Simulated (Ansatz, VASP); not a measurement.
## Cross-check of Ga2O3 between VASP and Ansatz

Wanted: the spread between two codes on one cell, functional and k mesh. The cell is taken from a series of runs on this material, whose earlier steps may have relaxed, scaled, displaced or heated it; both programs get it as it stands.

Method: plane waves, with VASP 6.6.1 beside it; single point at r2SCAN and single point at r2SCAN with rVV10, in Ansatz 0.2.0.

## Step 1: The structure

It takes space group C2/m (No. 12, monoclinic). The conventional cell has a = 12.049 Å, b = 2.996 Å, c = 5.720 Å, α = 90.00°, β = 103.83°, γ = 90.00°. Nearest to Ga lie 4 O at 1.81 to 1.84 Å. Nearest to Ga lie 6 O at 1.91 to 2.04 Å. O has 3 Ga at 1.81 to 1.92 Å nearest. Nearest to O lie 4 Ga at 1.84 to 2.04 Å. Nearest to O lie 3 Ga at 1.82 to 1.91 Å. Farther neighbours and most contacts between anions are not listed.

## Step 2: Ansatz: single point, r2SCAN

Ansatz runs on PAW files that the input asks for by source.

A single point gives forces, pressure and levels at one fixed geometry, so differences don't come from the geometry; what else differs is listed under the comparison.

Input file input.yaml:

```yaml
crystal:
  lattice:
    - [6.0244628552, -1.4980265382, 0.0]
    - [6.0244628552, 1.4980265382, 0.0]
    - [-1.367257024, 0.0, 5.5539182133]
  atoms:
    - { symbol: Ga, position: [0.0916087805, 0.0916087805, 0.7955535799] }
    - { symbol: Ga, position: [0.9083912195, 0.9083912195, 0.2044464201] }
    - { symbol: Ga, position: [0.659545222, 0.659545222, 0.3135062273] }
    - { symbol: Ga, position: [0.340454778, 0.340454778, 0.6864937727] }
    - { symbol: O, position: [0.169493267, 0.169493267, 0.1087181519] }
    - { symbol: O, position: [0.830506733, 0.830506733, 0.8912818481] }
    - { symbol: O, position: [0.1719148204, 0.1719148204, 0.5596242264] }
    - { symbol: O, position: [0.8280851796, 0.8280851796, 0.4403757736] }
    - { symbol: O, position: [0.4968377683, 0.4968377683, 0.2531360266] }
    - { symbol: O, position: [0.5031622317, 0.5031622317, 0.7468639734] }
kpoints:
  mp_grid: { grid: [8, 8, 4] }
hamiltonian:
  xc: r2scan
  pseudopotentials: { kind: paw, source: ansatz }
scf:
  occupations: { method: fixed }
  n_extra_bands: 7
  lower_state_search: "off"
  convergence: { dr2_threshold: 1.0e-09 }
output:
  eigenvalues: true
```

Started as:

```
ansatz run input.yaml --threads 16 --pin off --max-ram 73728MiB --backend cpu --events-out ev --progress --plain --runs-dir out
```

Numbers of over 12 decimals in the logs are rounded to 6 here.

Output:

```text
basis.fft_grid_basis auto: the FFT boxes are laid along the combinations [[1, -1, 0], [0, 1, 0], [0, 0, 1]] of the cell's own vectors, 2.996, 6.208 and 5.720 Å long. The dense box has 50×108×96 points. Along the cell's own vectors, as sized, it would have 108×108×96, 2.16 times as many. Of the 4 symmetry operations that the crystal satisfies within crystal.symmetry.tolerance (time reversal apart; of a slab, those tha [...]
scf.n_extra_bands = 7 over 60 filled bands (N_el = 120.0): the run solves 67 bands
Engine: ansatz 0.2.0, aarch64-unknown-linux-gnu
Pseudopotentials: kind: paw
Pseudopotential: Ga, paw, valence charge 21, recommended cutoff 1300 eV (meta_gga), Ga.paw.azcp
Pseudopotential: O, paw, valence charge 6, recommended cutoff 1050 eV (meta_gga), O.paw.azcp
Functional definition: r2SCAN
  parameter k0 = 0.174
  parameter k1 = 0.065
  parameter a1 = 4.9479
  exchange = r2scan_x(k0 = k0, k1 = k1, a1 = a1)
  correlation = r2scan_c
Crystal: 10 atoms, lattice volume = 100.246 Å³
Basis set: ecut = 1300 eV, 10643 PW (Γ), FFT grids on a1−a2, a2, a3, exchange–correlation on 200×432×384 points (64 copies of the dense FFT grid, shifted against one another)
Bands: 67, of which v1, the nominal top of the filled ones, is band 60 counted from 1 (59 counted from 0)
Symmetry: 4 space group operations
Space group: C2/m (ITA 12), of the structure as read, at distance tolerance 4.6e-5 Å
k-points: 78 of 256
Non-local potential: Ga, projectors of the file, l = 0: 3, l = 1: 3, l = 2: 3, l = 3: 2
Non-local potential: O, projectors of the file, l = 0: 2, l = 1: 2, l = 2: 1
PAW form: soft (Blöchl's): semilocal exchange-correlation on the pseudo side does not see the compensation charge
PAW frozen core: Ga, regenerated for the run's functional (the file was generated under x = pbe(κ = 0.804, μ = 0.219515), c = pbe(β = 0.066725))
PAW frozen core: O, regenerated for the run's functional (the file was generated under x = pbe(κ = 0.804, μ = 0.219515), c = pbe(β = 0.066725))
PAW one-centre angular grid: Ga, 590 points (default); XC on 160 Gauss nodes
PAW one-centre angular grid: O, 302 points (default); XC on 160 Gauss nodes
Initial density: superposition of atomic densities (chi_scale 0.1, normalization cell, long waves kept (reshape's long-wave potential 0.04 eV rms))
Initial wavefunctions: pseudopotential atomic-orbital guess
Functional: x = r2scan, c = r2scan; τ floored in thin density (d = 2e-4 eV/Å³)
SCF iter   1: F=-37096.200967 eV  HF=-37104.003747 eV  |F-HF|=7.80e0  |Δ(HF+E_count)|=         —  Δρ=1.64e-1  dr2=1.18e1  dr2_τ=1.84e0  ethr=3.10e-3  ⟨swp⟩=5.0  Hψ=17239  notcnv=0  defer=297
preconditioner: auto → Resta (q_TF=auto, 2.811 Å⁻¹)  ε∞=4.2  [insulator: Δε(μ)=3.181 eV  Ē_g=19.518 eV  n_scr=42 (ndim 8)  ℏωp=34.8 eV  f_vac=0.000  ε∞_Penn≈4.2]
SCF iter   2: F=-37101.397613 eV  HF=-37101.231634 eV  |F-HF|=1.66e-1  |Δ(HF+E_count)|=    2.77e0  Δρ=5.11e-2  dr2=1.17e0  dr2_τ=1.26e0  ethr=3.10e-3  ⟨swp⟩=3.0  Hψ=11875  notcnv=0  defer=300
SCF iter   3: F=-37101.487335 eV  HF=-37101.473363 eV  |F-HF|=1.40e-2  |Δ(HF+E_count)|=   2.42e-1  Δρ=2.67e-2  dr2=3.96e-1  dr2_τ=6.21e-2  ethr=9.72e-4  ⟨swp⟩=2.2  Hψ=5560  notcnv=0  defer=388
SCF iter   4: F=-37101.526350 eV  HF=-37101.528102 eV  |F-HF|=1.75e-3  |Δ(HF+E_count)|=   5.47e-2  Δρ=4.50e-3  dr2=1.27e-2  dr2_τ=6.64e-3  ethr=3.30e-4  ⟨swp⟩=3.7  Hψ=8961  notcnv=0  defer=389
SCF iter   5: F=-37101.528967 eV  HF=-37101.528915 eV  |F-HF|=5.24e-5  |Δ(HF+E_count)|=   8.13e-4  Δρ=1.70e-3  dr2=1.52e-3  dr2_τ=1.06e-3  ethr=1.06e-5  ⟨swp⟩=3.0  Hψ=9012  notcnv=0  defer=390
SCF iter   6: F=-37101.529241 eV  HF=-37101.529333 eV  |F-HF|=9.13e-5  |Δ(HF+E_count)|=   4.18e-4  Δρ=6.03e-4  dr2=1.55e-4  dr2_τ=8.72e-5  ethr=1.27e-6  ⟨swp⟩=2.0  Hψ=8907  notcnv=0  defer=390
SCF iter   7: F=-37101.529313 eV  HF=-37101.529321 eV  |F-HF|=8.11e-6  |Δ(HF+E_count)|=   1.19e-5  Δρ=2.05e-4  dr2=1.83e-5  dr2_τ=9.78e-6  ethr=1.29e-7  ⟨swp⟩=2.0  Hψ=9016  notcnv=0  defer=390
SCF iter   8: F=-37101.529314 eV  HF=-37101.529314 eV  |F-HF|=4.13e-7  |Δ(HF+E_count)|=   6.71e-6  Δρ=5.70e-5  dr2=1.69e-6  dr2_τ=6.67e-7  ethr=1.52e-8  ⟨swp⟩=2.0  Hψ=9740  notcnv=0  defer=381
SCF iter   9: F=-37101.529638 eV  HF=-37101.529638 eV  |F-HF|=4.97e-8  |Δ(HF+E_count)|=   3.24e-4  Δρ=2.11e-5  dr2=1.58e-7  dr2_τ=3.36e-8  ethr=1.41e-9  ⟨swp⟩=2.0  Hψ=8475  notcnv=0  defer=259
SCF iter  10: F=-37101.529638 eV  HF=-37101.529638 eV  |F-HF|=1.86e-8  |Δ(HF+E_count)|=   1.26e-8  Δρ=8.97e-6  dr2=3.41e-8  dr2_τ=1.86e-8  ethr=1.32e-10  ⟨swp⟩=2.0  Hψ=8974  notcnv=0  defer=258
SCF iter  11: F=-37101.529638 eV  HF=-37101.529638 eV  |F-HF|=9.02e-10  |Δ(HF+E_count)|=   2.15e-9  Δρ=1.19e-6  dr2=8.56e-10  dr2_τ=1.89e-10  ethr=1.00e-12  ⟨swp⟩=11.1  Hψ=27154  notcnv=0
SCF 1 converged in 11 iterations: F = -37101.529638 eV  dr2 = 8.56e-10
  greatest PAW one-centre occupation: 0.995 electrons in one spin orbital (limit 2), on the Ga atom at site 1 (counted from 0), in its partial waves of l = 0
SCF converged after 11 iterations
Free energy (F): -37101.529638 eV
Harris-Foulkes:  -37101.529638 eV  (|F-HF|=9.02e-10)
Internal energy: -37101.529638 eV  (E = F + TS)
E sigma→0 (E₀):  -37101.529638 eV
Fermi energy:    9.641275 eV
--- Per-component energies (eV) ---
  E_band       = -3121.838239
  E_kinetic    = 4637.239890
  E_local      = -36921.648008  (includes V_loc(G=0)·N_el)
  E_nonlocal   = 7691.086415
  E_hartree    = 13731.077907
  E_xc         = -1147.007306
  E_vxc        = -1696.241338  (∫ρ·V_xc dr)
  E_paw        = -9240.861823  (= ΣΔE_a)
  E_vpaw       = -4424.205549  (= ΣTr[D̂ρ^β])
  E_aug_tail   = 0.000182  (compensation charges beyond the density's cutoff)
  E_vtau       = 129.774095  (kinetic-family band-sum trace: ∫τ·v_τ [+ j·A + Jᵃ·Aᵃ] dr)
  E_ewald      = -15849.988898
  E_core_change = -1.427997  (= ΣΔE_core)
  E_smearing   = -0.000000  (= −TS)
  E_closure    = 0.000000  (closes the sum)
  Σ components = -37101.529638   (vs F -37101.529638, Δ=0.00e0)
--- Band table (eV; the first three rows and the last of 78) ---
  k-point 0: bands = [... 56 lower, 8.9796, 9.1224, 9.3618, 9.6222, 13.0572, 16.3566, 17.3293, 17.6356, ... 3 higher]
  k-point 1: bands = [... 56 lower, 8.9663, 9.0912, 9.1378, 9.3787, 13.9504, 16.5319, 17.3729, 17.6054, ... 3 higher]
  k-point 2: bands = [... 56 lower, 8.8441, 8.9842, 9.2155, 9.3287, 15.4755, 15.5111, 17.6028, 17.9746, ... 3 higher]
  k-point 77: bands = [... 56 lower, 8.9727, 9.0664, 9.1043, 9.6186, 15.9192, 15.9412, 17.0552, 17.3475, ... 3 higher]
```

The column dr2 measures how far the density is from self-consistency, as an energy; F and HF (Harris–Foulkes) agree once it is small.

## Step 3: VASP: single point, r2SCAN

The same cell, functional and mesh now go to VASP, with its own data sets.

Lines of VASP's logs that name or quote its potential files are left out, and so is its time.

Input file INCAR:

```
SYSTEM = Ga2O3
PREC = Accurate
ENCUT = 580
EDIFF = 1E-06
NELM = 120
ISMEAR = 0
SIGMA = 0.01
LREAL = .FALSE.
ALGO = Normal
METAGGA = R2SCAN
LASPH = .TRUE.
NBANDS = 54
LORBIT = 11
LWAVE = .FALSE.
LCHARG = .FALSE.
ISIF = 2
GGA_COMPAT = .FALSE.
EFERMI = MIDGAP
LMIXTAU = .TRUE.
KPAR = 2
```

Input file POSCAR:

```
Ga2O3
1.0
    6.0244628552     -1.4980265382      0.0000000000
    6.0244628552      1.4980265382      0.0000000000
   -1.3672570240      0.0000000000      5.5539182133
Ga O
4 6
Direct
    0.0916087805      0.0916087805      0.7955535799
    0.9083912195      0.9083912195      0.2044464201
    0.6595452220      0.6595452220      0.3135062273
    0.3404547780      0.3404547780      0.6864937727
    0.1694932670      0.1694932670      0.1087181519
    0.8305067330      0.8305067330      0.8912818481
    0.1719148204      0.1719148204      0.5596242264
    0.8280851796      0.8280851796      0.4403757736
    0.4968377683      0.4968377683      0.2531360266
    0.5031622317      0.5031622317      0.7468639734
```

Input file KPOINTS:

```
Automatic mesh
0
Gamma
8 8 4
0 0 0
```

The projector-augmented-wave data sets are Ga_d and O (PBE family, release 64).

Started as:

```
mpirun -np 2 vasp_std
```

Output:

```text
[banner, memory and clock lines left out]
running    2 mpi-ranks, on    1 nodes
 distrk:  each k-point on    1 cores,    2 groups
 distr:  one band on    1 cores,    1 groups

 POSCAR found type information on POSCAR GaO
 POSCAR found :  2 types and      10 ions
|                                                                             |
|               ----> ADVICE to this user running VASP <----                  |
|                                                                             |
|     You enforced a specific xc type in the INCAR file but a different       |
|     [... a line on the potential file left out ...]
|     I HOPE YOU KNOW WHAT YOU ARE DOING!                                     |
|                                                                             |

 LDA part: xc-table for (None), standard interpolation
 POSCAR, INCAR and KPOINTS ok, starting setup
 FFT: planning ... GRIDC
 FFT: planning ... GRID_SOFT
 FFT: planning ... GRID
 WAVECAR not read
 entering main loop
       N       E                     dE             d eps       ncg     rms          rms(c)
DAV:   1     0.123631601767E+04    0.12363E+04   -0.44002E+04  9964   0.332E+03
DAV:   2     0.162195762042E+03   -0.10741E+04   -0.10146E+04  8544   0.876E+02
DAV:   3    -0.106616252747E+03   -0.26881E+03   -0.26091E+03  9764   0.282E+02
DAV:   4    -0.128231877306E+03   -0.21616E+02   -0.21390E+02 10228   0.859E+01
DAV:   5    -0.129053341436E+03   -0.82146E+00   -0.81958E+00 11174   0.171E+01    0.163E+01
DAV:   6    -0.108777984824E+03    0.20275E+02   -0.19881E+01 14386   0.617E+01    0.463E+00
DAV:   7    -0.100730823954E+03    0.80472E+01   -0.38239E+00 11008   0.136E+01    0.321E+00
DAV:   8    -0.112225552999E+03   -0.11495E+02   -0.48275E+00 13036   0.265E+01    0.226E+00
DAV:   9    -0.105634250247E+03    0.65913E+01   -0.11749E+00  9966   0.127E+01    0.122E+00
DAV:  10    -0.102603924245E+03    0.30303E+01   -0.84027E-01  8630   0.600E+00    0.512E-01
DAV:  11    -0.102182457222E+03    0.42147E+00   -0.90874E-01  8532   0.676E+00    0.224E-01
DAV:  12    -0.102254195462E+03   -0.71738E-01   -0.63362E-02 11598   0.184E+00    0.244E-01
DAV:  13    -0.102226896265E+03    0.27299E-01   -0.71159E-03 10590   0.152E+00    0.195E-01
DAV:  14    -0.102266068269E+03   -0.39172E-01   -0.27120E-02 12440   0.223E+00    0.873E-02
DAV:  15    -0.102268118479E+03   -0.20502E-02   -0.52521E-03 11176   0.857E-01    0.472E-02
DAV:  16    -0.102268798142E+03   -0.67966E-03   -0.11934E-03 11074   0.367E-01    0.236E-02
DAV:  17    -0.102268765344E+03    0.32798E-04   -0.81185E-04 10388   0.254E-01    0.130E-02
DAV:  18    -0.102269285399E+03   -0.52006E-03   -0.23171E-04 12054   0.207E-01    0.927E-03
DAV:  19    -0.102269288260E+03   -0.28609E-05   -0.82643E-05  9948   0.851E-02    0.435E-03
DAV:  20    -0.102269359496E+03   -0.71236E-04   -0.36958E-05  9150   0.550E-02    0.378E-03
DAV:  21    -0.102269362596E+03   -0.31005E-05   -0.19934E-06  7730   0.447E-02    0.214E-03
DAV:  22    -0.102269364946E+03   -0.23501E-05   -0.36749E-06  7918   0.211E-02    0.225E-03
DAV:  23    -0.102269365551E+03   -0.60512E-06   -0.87332E-07  5382   0.898E-03
   1 F= -.10226937E+03 E0= -.10226937E+03  d E =0.000000E+00
```

Parts of OUTCAR (step 3):

```text
ion  position               nearest neighbor table
   1  0.092  0.092  0.796-   5 1.81  10 1.82  10 1.82   7 1.84
   2  0.908  0.908  0.204-   6 1.81   9 1.82   9 1.82   8 1.84
   3  0.660  0.660  0.314-   9 1.91   5 1.92   5 1.92   8 1.99   7 2.04   7 2.04
   4  0.340  0.340  0.686-  10 1.91   6 1.92   6 1.92   7 1.99   8 2.04   8 2.04
   5  0.169  0.169  0.109-   1 1.81   3 1.92   3 1.92
   6  0.831  0.831  0.891-   2 1.81   4 1.92   4 1.92
   7  0.172  0.172  0.560-   1 1.84   4 1.99   3 2.04   3 2.04
   8  0.828  0.828  0.440-   2 1.84   3 1.99   4 2.04   4 2.04
   9  0.497  0.497  0.253-   2 1.82   2 1.82   3 1.91
  10  0.503  0.503  0.747-   1 1.82   1 1.82   4 1.91

  LATTYP: Found a base centered monoclinic cell.
 ALAT       =    12.0489257104
 B/A-ratio  =     0.2486572785
 C/A-ratio  =     0.4747093502
 COS(beta)  =    -0.2390419102

 Subroutine GETGRP returns: Found  4 space group operations
 (whereof  4 operations were pure point group operations)

The static configuration has the point symmetry C_2h.

 Found     78 irreducible k-points:

   k-points           NKPTS =     78   k-points in BZ     NKDIM =     78   number of bands    NBANDS=     54

   dimension x,y,z NGX =    50 NGY =   50 NGZ =   48
   dimension x,y,z NGXF=   100 NGYF=  100 NGZF=   96

   ENCUT  =  580.0 eV  42.63 Ry    6.53 a.u.  12.19 12.19 11.23*2*pi/ulx,y,z

   NELECT =      88.0000    total number of electrons

 k-points in reciprocal lattice and weights: Automatic mesh
   0.00000000  0.00000000  0.00000000       0.004
   0.12500000  0.00000000  0.00000000       0.016
   0.25000000  0.00000000  0.00000000       0.016
   0.37500000  0.00000000  0.00000000       0.016
   0.50000000  0.00000000  0.00000000       0.008
   0.12500000  0.12500000  0.00000000       0.008
   0.25000000  0.12500000  0.00000000       0.016
   0.37500000  0.12500000  0.00000000       0.016
   0.50000000  0.12500000  0.00000000       0.016
[...]
-0.37500000  0.37500000  0.50000000       0.008
   0.50000000  0.50000000  0.50000000       0.004

 average (electrostatic) potential at core
       1 -68.6944       2 -68.6944       3 -68.5369       4 -68.5369       5 -73.0017
       6 -73.0017       7 -73.4865       8 -73.4865       9 -73.3477      10 -73.3477

 E-fermi :   5.5721

 k-point     1 :       0.0000    0.0000    0.0000
  band No.  band energies     occupation
    ...
     40       3.1859      2.00000
     41       3.2209      2.00000
     42       3.3562      2.00000
     43       3.5982      2.00000
     44       3.8546      2.00000
     45       7.2672      0.00000
     46      10.5516      0.00000
     47      11.5424      0.00000
     48      11.8451      0.00000
     49      12.6939      0.00000
    ...

 k-point     2 :       0.1250    0.0000    0.0000
  band No.  band energies     occupation
    ...
     40       2.8628      2.00000
     41       2.9744      2.00000
     42       3.2564      2.00000
     43       3.5031      2.00000
     44       3.8515      2.00000
     45       8.0900      0.00000
     46      10.8277      0.00000
     47      12.0367      0.00000
     48      12.1863      0.00000
     49      13.1947      0.00000
    ...

 k-point     3 :       0.2500    0.0000    0.0000
  band No.  band energies     occupation
    ...
     40       2.7065      2.00000
     41       2.8022      2.00000
     42       3.0427      2.00000
     43       3.3264      2.00000
     44       3.8188      2.00000
     45       9.6327      0.00000
     46      11.1634      0.00000
     47      12.0900      0.00000
     48      13.0688      0.00000
     49      13.3675      0.00000
    ...

  Total        6.6061213      7.1542899      7.3843223      0.0000000      0.0000000      0.0330791
  in kB      105.5819826    114.3430582    118.0195382      0.0000000      0.0000000      0.5286844
  external PRESSURE =     112.6481930 kB  Pullay stress =       0.0000000 kB

  energy-cutoff  :      580.00
  volume of cell :      100.25
      direct lattice vectors                 reciprocal lattice vectors
     6.024462855 -1.498026538  0.000000000     0.082994951 -0.333772458  0.020431599
     6.024462855  1.498026538  0.000000000     0.082994951  0.333772458  0.020431599
    -1.367257024  0.000000000  5.553918213     0.000000000  0.000000000  0.180053066

 POSITION                                       TOTAL-FORCE (eV/Angst)
 -----------------------------------------------------------------------------------
      0.01606      0.00000      4.41844         0.020847      0.000000     -0.013063
     10.66561      0.00000      1.13548        -0.020847      0.000000      0.013063
      7.51817      0.00000      1.74119         0.018740      0.000000      0.042507
      3.16350      0.00000      3.81273        -0.018740      0.000000     -0.042507
      1.89357      0.00000      0.60381         0.068597      0.000000      0.034181
      8.78810      0.00000      4.95011        -0.068597      0.000000     -0.034181
      1.30624      0.00000      3.10811         0.029016      0.000000     -0.066350
      9.37543      0.00000      2.44581        -0.029016      0.000000      0.066350
      5.64026      0.00000      1.40590         0.077660      0.000000      0.028164
      5.04141      0.00000      4.14802        -0.077660      0.000000     -0.028164
 -----------------------------------------------------------------------------------
    total drift:                               -0.000000      0.000000      0.000000

  FREE ENERGIE OF THE ION-ELECTRON SYSTEM (eV)
  ---------------------------------------------------
  free  energy   TOTEN  =      -102.2693655513 eV

  energy  without entropy=     -102.2693655513  energy(sigma->0) =     -102.26936555

 total charge
# of ion       s       p       d       tot
------------------------------------------
    1        0.705   0.890  10.320  11.915
    2        0.705   0.890  10.320  11.915
    3        0.623   0.737  10.301  11.661
    4        0.623   0.737  10.301  11.661
    5        1.556   3.569   0.000   5.125
    6        1.556   3.569   0.000   5.125
    7        1.559   3.574   0.000   5.133
    8        1.559   3.574   0.000   5.133
    9        1.552   3.601   0.000   5.153
   10        1.552   3.601   0.000   5.153
--------------------------------------------------
tot         11.990  24.741  41.241  77.972

[... 3 further parts left out ...]
```

The run ends at a pressure of 11.26 GPa, with forces up to 0.083 eV/Å.

## Step 4: Comparison

Known differences besides the potentials themselves: VASP keeps PBE cores, Ansatz makes them for the functional; fixed occupations in Ansatz, narrow Gaussian smearing in VASP; the data sets hold 120 valence electrons in Ansatz (on PAW files that the input asks for by source) and 88 in VASP; the cutoff is 1300 eV in Ansatz and 580 eV in VASP. Total energies have different zeros and are not compared.

Compared:

| quantity | Ansatz | VASP | difference |
| --- | --- | --- | --- |
| gap on the k mesh (eV) | 3.416 | 3.390 | +0.026 |

A gap on the mesh is an upper bound, since the band edges may lie between its points.

[end of part 1 of 2]

[Lines on the potential files, build, host, timing and source positions are cut from VASP's logs without a mark.]

[Logs are printed without paths, hosts, clocks, repeated set-up lines and the standing remarks that a program may print on its own settings, such as how far it seeks lower states.]

[Hosts, paths, dates, database ids (printed as entryN), source tags and the programs' standing remarks are cut or masked in the printed files.]
